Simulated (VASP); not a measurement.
Here is the system:

```xyz
6
Lattice="4.5604 -2.3703 -0.0100 4.5604 2.3703 -0.0100 -4.1720 0.0000 7.9702" Properties=species:S:1:pos:R:3 pbc="T T T"
Ba     3.5174     1.6999     1.9826
Ba     1.4314    -1.6999     5.9677
S     -0.9767    -0.6802     7.7931
S      5.9255     0.6802     0.1571
S      3.8395    -0.6802     4.1422
S      1.1093     0.6802     3.8080
```

Computed with PBEsol GGA, VASP's PBE PAW potentials (set 64) (plane waves; VASP). Run with 400 eV cut-off, 6×6×3 Γ-centred mesh, tetrahedra with Blöchl corrections, potentials Ba_sv S.

Question: Estimate the energy per atom (σ→0).

Answer: 
- energy per atom (σ→0) = -5.088 eV/atom

Total energies compare only between runs with the same potentials, cut-off and functional.

The structure comes from a computed database's BaS2 entry (C2/c); how it stands against other phases isn't given here. It was relaxed first.
